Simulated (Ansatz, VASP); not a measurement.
# Ru16Cl (Ru(0001)) in two plane-wave programs, part 2 of 2

One calculation is typed for both programs; each brings its own data sets and cutoff. How far apart do they land?  The structure shown is the end of the VASP relaxation below.

VASP 6.6.1 and Ansatz 0.2.0.

So far: Set-up; VASP: relaxation, PBE.

### Step 3. Ansatz: single point, PBE

Level of this step: Ansatz beside VASP: Kohn-Sham DFT, plane waves, PBE (Ansatz).

Ansatz runs on its default PAW (the set named soft_2) files.

The same cell, functional, mesh and smearing now go to Ansatz, which takes its cutoff from its data sets.

input.yaml

```yaml
crystal:
  lattice:
    - [5.43317159, 0.0, 0.0]
    - [2.71658579, 4.70526462, 0.0]
    - [0.0, 0.0, 21.41176315]
  atoms:
    - { symbol: Ru, position: [0.83333333, 0.33333333, 0.35027475] }
    - { symbol: Ru, position: [0.33333333, 0.33333333, 0.35027475] }
    - { symbol: Ru, position: [0.83333333, 0.83333333, 0.35027475] }
    - { symbol: Ru, position: [0.33333333, 0.83333333, 0.35027475] }
    - { symbol: Ru, position: [0.0, 0.0, 0.45009158] }
    - { symbol: Ru, position: [0.5, 0.0, 0.45009158] }
    - { symbol: Ru, position: [0.0, 0.5, 0.45009158] }
    - { symbol: Ru, position: [0.5, 0.5, 0.45009158] }
    - { symbol: Ru, position: [0.83251555, 0.33374222, 0.5496335] }
    - { symbol: Ru, position: [0.33374222, 0.33374222, 0.5496335] }
    - { symbol: Ru, position: [0.83333333, 0.83333333, 0.55069841] }
    - { symbol: Ru, position: [0.33374222, 0.83251555, 0.5496335] }
    - { symbol: Ru, position: [0.00194404, 0.00194404, 0.64618796] }
    - { symbol: Ru, position: [0.49611193, 0.00194404, 0.64618796] }
    - { symbol: Ru, position: [0.00194404, 0.49611193, 0.64618796] }
    - { symbol: Ru, position: [0.5, 0.5, 0.64531523] }
    - { symbol: Cl, position: [0.16666667, 0.16666667, 0.73707531] }
hamiltonian:
  xc: pbe
  pseudopotentials: { kind: paw }
kpoints:
  mp_grid: { grid: [6, 6, 1] }
scf:
  occupations: { method: methfessel_paxton, width: 0.15 }
  n_extra_bands: 8
efield:
  axis: 3
  dipole_correction: true
  ramp_width: 0.04
output:
  forces: true
  eigenvalues: true
  write_density: true
  write_potential: true
  elf: true
  volumetric_format: npy
```

Launch:

```console
$ ansatz run input.yaml --threads 4 --pin off --max-ram 18432MiB --backend cpu --events-out ev --progress --plain --runs-dir out
```

Numbers of over 12 decimals in the logs are rounded to 6 here.

Output:

```text
scf.n_extra_bands = 8 over 132 filled bands (N_el = 263.0): the run solves 140 bands
Engine: ansatz 0.2.0, aarch64-unknown-linux-gnu
Pseudopotentials: kind: paw
Pseudopotential: Ru, paw, valence charge 16, recommended cutoff 420 eV (normal), Ru.paw.azcp
Pseudopotential: Cl, paw, valence charge 7, recommended cutoff 420 eV (normal), Cl.paw.azcp
Functional definition: PBE
  parameter kappa = 0.804
  parameter beta = 0.066725
  exchange = pbe_x(kappa = kappa, mu = beta*pi^2/3)
  correlation = pbe_c(beta = beta)
Crystal: 17 atoms, lattice volume = 547.381 Å³
Basis set: ecut = 420 eV, 10637 PW (Γ), exchange–correlation on 80×80×288 points (8 copies of the dense FFT grid, shifted against one another)
Bands: 140, of which v1, the nominal top of the filled ones, is band 132 counted from 1 (131 counted from 0)
Symmetry: 6 space group operations
Space group: P3m1 (ITA 156), of the structure as read, at distance tolerance 8.2e-5 Å
k-points: 7 of 36 (time reversal used)
Non-local potential: Ru, projectors of the file, l = 0: 3, l = 1: 2, l = 2: 2, l = 3: 1
Non-local potential: Cl, projectors of the file, l = 0: 2, l = 1: 2, l = 2: 2
PAW form: soft (Blöchl's): semilocal exchange-correlation on the pseudo side does not see the compensation charge
PAW one-centre angular grid: Ru, 590 points (default); XC on 64 Gauss nodes
PAW one-centre angular grid: Cl, 110 points (default); XC on 64 Gauss nodes
Initial density: superposition of atomic densities (neutral atoms: chi_scale 0, normalization atom), corrected by the library's trained network
Initial wavefunctions: pseudopotential atomic-orbital guess
Functional: x = pbe(κ = 0.804, μ = 0.219515), c = pbe(β = 0.066725)
SCF iter   1: F=—  HF=-95132.358249 eV  |F-HF|=—  |Δ(HF+E_count)|=         —  Δρ=1.25e-2  dr2=4.20e0  ethr=1.77e-3  p=0.089 e·Å  D=2.95e-2 V/Å  ΔV_dip=-0.63 eV  dr2_dipole=8.68e-3  V_vac-E_F(+/−)=4.12/4.76 eV  ⟨swp⟩=7.0  Hψ=4257  notcnv=0
efield: sawtooth ramp at fractional position 0.0237 (placed from the atoms, in the widest stretch of the axis that holds none; the zero of the levels goes with the place), width 0.0400; the density the first Hamiltonian is built on has a dipole p = 0.089 e·Å; the dipole correction subtracts the counter field D = 2.95e-2 V/Å, which shifts the + side's vacuum level by -0.63 eV against the − side's; the planar-averaged density in the ramp window peaks in size at 7.5e-5 e/Å³
preconditioner: auto → LDOS  [metal: Δε(μ)=0.023 eV  Ē_g=3.802 eV  σ=0.150 eV  W_gap=0.13  n_scr=124 (ndim 8)  ℏωp=18.4 eV  f_vac=0.513  D(μ)=20.77/eV (n_scr^D=160)  β→1.0]
SCF iter   2: F=—  HF=-95132.233240 eV  |F-HF|=—  |Δ(HF+E_count)|=   1.25e-1  S|Δr|=    0.00e0  Δρ=4.02e-3  dr2=7.98e-2  ethr=1.60e-3  p=0.026 e·Å  D=8.55e-3 V/Å  ΔV_dip=-0.18 eV  dr2_dipole=3.98e-3  V_vac-E_F(+/−)=4.77/4.96 eV  ⟨swp⟩=1.4  Hψ=1235  notcnv=0
SCF iter   3: F=—  HF=-95132.235614 eV  |F-HF|=—  |Δ(HF+E_count)|=   2.37e-3  S|Δr|=    0.00e0  Δρ=1.66e-3  dr2=2.88e-2  ethr=3.03e-5  p=0.039 e·Å  D=1.30e-2 V/Å  ΔV_dip=-0.28 eV  dr2_dipole=6.66e-8  V_vac-E_F(+/−)=4.71/4.99 eV  ⟨swp⟩=3.4  Hψ=2227  notcnv=0
SCF iter   4: F=—  HF=-95132.232405 eV  |F-HF|=—  |Δ(HF+E_count)|=   3.21e-3  S|Δr|=    0.00e0  Δρ=5.00e-4  dr2=3.68e-3  ethr=1.09e-5  p=0.033 e·Å  D=1.09e-2 V/Å  ΔV_dip=-0.23 eV  dr2_dipole=1.76e-5  V_vac-E_F(+/−)=4.76/4.99 eV  ⟨swp⟩=2.3  Hψ=1448  notcnv=0
SCF iter   5: F=—  HF=-95132.231927 eV  |F-HF|=—  |Δ(HF+E_count)|=   4.78e-4  S|Δr|=    0.00e0  Δρ=1.23e-4  dr2=2.22e-4  ethr=1.40e-6  p=0.031 e·Å  D=1.04e-2 V/Å  ΔV_dip=-0.22 eV  dr2_dipole=4.21e-5  V_vac-E_F(+/−)=4.77/4.99 eV  ⟨swp⟩=2.6  Hψ=1952  notcnv=0
SCF iter   6: F=—  HF=-95132.231964 eV  |F-HF|=—  |Δ(HF+E_count)|=   3.76e-5  S|Δr|=    0.00e0  Δρ=4.75e-5  dr2=3.99e-5  ethr=8.44e-8  p=0.031 e·Å  D=1.04e-2 V/Å  ΔV_dip=-0.22 eV  dr2_dipole=1.05e-5  V_vac-E_F(+/−)=4.77/4.99 eV  ⟨swp⟩=2.6  Hψ=1472  notcnv=0
SCF iter   7: F=—  HF=-95132.233148 eV  |F-HF|=—  |Δ(HF+E_count)|=   1.18e-3  S|Δr|=    0.00e0  Δρ=1.78e-5  dr2=8.84e-6  ethr=1.52e-8  p=0.031 e·Å  D=1.03e-2 V/Å  ΔV_dip=-0.22 eV  dr2_dipole=3.47e-6  V_vac-E_F(+/−)=4.77/4.99 eV  ⟨swp⟩=2.0  Hψ=1453  notcnv=0
SCF iter   8: F=—  HF=-95132.233150 eV  |F-HF|=—  |Δ(HF+E_count)|=   1.78e-6  S|Δr|=    0.00e0  Δρ=5.42e-6  dr2=4.84e-7  ethr=3.36e-9  p=0.031 e·Å  D=1.03e-2 V/Å  ΔV_dip=-0.22 eV  dr2_dipole=6.69e-8  V_vac-E_F(+/−)=4.77/4.99 eV  ⟨swp⟩=2.0  Hψ=1446  notcnv=0
SCF iter   9: F=-95132.233150 eV  HF=-95132.233150 eV  |F-HF|=1.12e-7  |Δ(HF+E_count)|=   3.40e-7  S|Δr|=    0.00e0  Δρ=2.14e-6  dr2=3.69e-8  ethr=3.80e-11  p=0.031 e·Å  D=1.03e-2 V/Å  ΔV_dip=-0.22 eV  dr2_dipole=7.03e-9  V_vac-E_F(+/−)=4.77/4.99 eV  ⟨swp⟩=14.7  Hψ=8940  notcnv=0
SCF 1 converged in 9 iterations: F = -95132.233150 eV  dr2 = 3.69e-8
  greatest PAW one-centre occupation: 0.998 electrons in one spin orbital (limit 2), on the Ru atom at site 15 (counted from 0), in its partial waves of l = 0
WARN: The output density's exchange-correlation potential varies sharply where the density is thin. Do not read a vacuum level from v_tot or v_xc, or from such a field of the output density. On a cell that repeats whose density bears no net charge and no dipole along the vacuum's axis use v_es (v_loc + v_h of the components); under efield.dipole_correction with no amplitude use v_es + v_field, which holds any externa [...]
SCF converged after 9 iterations
Stability not checked: this state was not tested for a lower state beside it, because cold or Methfessel-Paxton smearing, or corrected tetrahedra, fill the levels in a way that the test cannot read (fill_not_monotonic; see scf.lower_state_search)
Free energy (F): -95132.233150 eV
Harris-Foulkes:  -95132.233150 eV  (|F-HF|=1.12e-7)
Internal energy: -95132.217765 eV  (E = F + TS)
E sigma→0 (E₀):  -95132.229304 eV
Entropy (-TS):   -0.015385 eV (-0.905 meV/atom)
Fermi energy:    6.870485 eV
Dipole field:    D = 0.010370 V/Å  (p = 0.031368 e·Å, saw-weighted, corrected)
Work function:   Φ+ = 4.7699 eV   Φ− = 4.9919 eV
Levels:          The Fermi level and band energies are counted from a zero that moves with the ramp; work functions are not
--- Per-component energies (eV) ---
  E_band       = -5088.857713
  E_kinetic    = 8375.325460
  E_local      = -331753.772775  (includes V_loc(G=0)·N_el)
  E_nonlocal   = 5524.954762
  E_hartree    = 160121.945516
  E_xc         = -3144.591045
  E_vxc        = -3933.993646  (∫ρ·V_xc dr)
  E_paw        = -56033.386958  (= ΣΔE_a)
  E_vpaw       = -3547.501051  (= ΣTr[D̂ρ^β])
  E_aug_tail   = -0.002904  (compensation charges beyond the density's cutoff)
  E_efield     = 0.000163  (sawtooth field / dipole correction)
  E_vefield    = 2.235731  (∫n·V_field dr)
  E_ewald      = 121777.310017
  E_smearing   = -0.015385  (= −TS)
  E_closure    = -0.000000  (closes the sum)
  Σ components = -95132.233150   (vs F -95132.233150, Δ=0.00e0)
--- Forces (eV/Å), atoms counted from 1 ---
  atom   1  Ru     0.02115862    -0.01221593     0.49405774
  atom   2  Ru    -0.02115862    -0.01221593     0.49405774
  atom   3  Ru    -0.00000000    -0.00000000     0.51988504
  atom   4  Ru    -0.00000000     0.02443187     0.49405774
  atom   5  Ru    -0.07315887    -0.04223829    -0.67418732
  atom   6  Ru     0.07315887    -0.04223829    -0.67418732
  atom   7  Ru    -0.00000000     0.08447658    -0.67418732
  atom   8  Ru     0.00000000     0.00000000    -0.48474453
  atom   9  Ru     0.00707431    -0.00408435    -0.04529726
  atom  10  Ru    -0.00707431    -0.00408435    -0.04529726
  atom  11  Ru     0.00000000     0.00000000    -0.03723617
  atom  12  Ru    -0.00000000     0.00816871    -0.04529726
  atom  13  Ru    -0.01309553    -0.00756071     0.15382620
  atom  14  Ru     0.01309553    -0.00756071     0.15382620
  atom  15  Ru    -0.00000000     0.01512141     0.15382620
  atom  16  Ru    -0.00000000    -0.00000000     0.17084820
  atom  17  Cl    -0.00000000    -0.00000000     0.04595530
  max |Σ_I F_I| component: 9.41e-5 eV/Å
--- Band table (eV; the first three rows and the last of 7) ---
  k-point 0: bands = [... 128 lower, 7.1088, 7.5501, 7.7871, 7.7871, 7.9157, 7.9848, 7.9848, 8.0235, ... 4 higher]
  k-point 1: bands = [... 128 lower, 6.9399, 7.0726, 7.3466, 7.3918, 7.5898, 7.7777, 7.7923, 7.8236, ... 4 higher]
  k-point 2: bands = [... 128 lower, 6.5027, 6.5313, 6.5929, 6.8279, 7.0112, 7.0855, 7.2414, 7.2680, ... 4 higher]
  k-point 6: bands = [... 128 lower, 6.3802, 6.3893, 6.4520, 6.7175, 6.8719, 6.9711, 6.9759, 7.0085, ... 4 higher]
```

Elapsed: 19 s, on 4 threads of Arm Neoverse V2, shared host; peak memory 1.9 GiB; 76 s of CPU time.

### Step 4. Differences

Known differences besides the PAW data sets themselves: the data sets hold 263 valence electrons in Ansatz (default PAW (the set named soft_2) files) and 135 in VASP; the cutoff is 420 eV in Ansatz and 320 eV in VASP (PREC = Normal, projectors in real space). Total energies have different zeros and are not compared.

Forces on 10 of the 17 atoms, picked by the larger force of the two programs (eV/Å; atoms numbered as in POSCAR):

| atom | Ansatz x, y, z | VASP x, y, z |
| --- | --- | --- |
| Ru1 | 0.021, -0.012, 0.494 | 0.021, -0.012, 0.608 |
| Ru2 | -0.021, -0.012, 0.494 | -0.021, -0.012, 0.608 |
| Ru3 | 0.000, 0.000, 0.520 | 0.000, 0.000, 0.633 |
| Ru4 | 0.000, 0.024, 0.494 | 0.000, 0.025, 0.608 |
| Ru5 | -0.073, -0.042, -0.674 | -0.070, -0.041, -0.668 |
| Ru6 | 0.073, -0.042, -0.674 | 0.070, -0.041, -0.668 |
| Ru7 | 0.000, 0.084, -0.674 | 0.000, 0.081, -0.668 |
| Ru8 | 0.000, 0.000, -0.485 | 0.000, 0.000, -0.474 |
| Ru15 | 0.000, 0.015, 0.154 | 0.000, 0.001, 0.002 |
| Ru16 | 0.000, 0.000, 0.171 | 0.000, 0.000, 0.020 |

The forces differ by 54 meV/Å r.m.s., which is 22.1 % of the r.m.s. force of 0.25 eV/Å (both taken over all components, held atoms included).

### Step 5. What moves the difference

The difference is large enough to ask for its cause, so further runs change the set-up of one program at a time, as the table lists.

| run | r.m.s. force difference (% of the r.m.s. force) |
| --- | --- |
| as above | 22 |
| Ansatz's larger PAW set (cutoff 900 eV) | 22 |
| norm-conserving potentials (cutoff 1143 eV) | 22 |

### Step 6. Summary of results

```yaml
r_m_s_force_difference_single_point_pbe: 22 % of the r.m.s. force
```

What this shows: The r.m.s. force difference is 22 % of the r.m.s. force (single point, PBE), beyond the 3 % picked in this series as the mark of a large difference. For single point, PBE: no further run halves the r.m.s. force difference; only Ansatz's side was varied, and Ansatz's runs with other potentials lie closer to each other than to VASP, which for this quantity points to VASP's side; this was not tested here. How closely two codes agree says nothing of how well the functional describes the real material.

[Lines on the potential files, build, host, timing and source positions are cut from VASP's logs without a mark.]

[Logs are printed without paths, hosts, clocks, repeated set-up lines and the standing remarks that a program may print on its own settings, such as how far it seeks lower states.]

[Hosts, paths, dates, database ids (printed as entryN), source tags and the programs' standing remarks are cut or masked in the printed files.]
